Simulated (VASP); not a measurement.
Level of theory: PBEsol GGA, VASP's PBE PAW potentials (set 64) (plane waves; VASP).

Gaps are without spin-orbit coupling.

```json
{
  "volume_per_atom": "17.84 Å^3/atom",
  "band gap (over mesh and band path)": "0.22 eV",
  "smallest direct gap (over mesh and band path)": "1.00 eV"
}
```

Task: Which relaxed crystal gives these values?
(A) AlAs, F-43m (216)
(B) MgS, P6_3mc (186)
(C) PtAs2, Pa-3 (205)
(D) ZnS, F-43m (216)

Result: C, PtAs2, Pa-3 (205)
